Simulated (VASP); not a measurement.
The system is MoS2.

```xyz
6
Lattice="3.1610 0.0000 0.0000 -1.5805 2.7375 0.0000 0.0000 0.0000 12.2950" Properties=species:S:1:pos:R:3 pbc="T T T"
Mo    0.0000    1.8250    3.0737
Mo    1.5805    0.9125    9.2212
S     1.5805    0.9125    4.6388
S     1.5805    0.9125    1.5087
S     0.0000    1.8250   10.7863
S     0.0000    1.8250    7.6562
```

The cell was built by a generator and needn't be a form met in nature.

Base run:

| Item | Value |
| --- | --- |
| Program | VASP 6.6.1 |
| Functional | optB88-vdW |
| Potentials or basis | VASP PAW PBE potentials, release 64 (Mo_sv, S) |
| Cutoff | 520 eV |
| k mesh | 8 × 8 × 2 |
| Occupations | fermi-dirac, width 0.05 eV |
| Spin | no spin polarisation |

Its results: band gap on the k mesh 0.97 eV, indirect (least direct gap 1.95 eV); pressure 3.5 GPa; largest force 0.247 eV/Å.

The run is repeated on the same cell with these changes: functional from optB88-vdW to SCAN; dispersion from none to rVV10. What comes out?

Band gap on the k mesh 1.09 eV, indirect (least direct gap 2.09 eV); pressure -0.2 GPa; largest force 0.191 eV/Å.

Several settings changed at once, so the effect can't be laid on one alone.

Caveats: the PAW data sets were made with another functional, which shifts forces and pressure a little.

A k mesh can miss the band edges.

Not every run made on this cell is shown here.
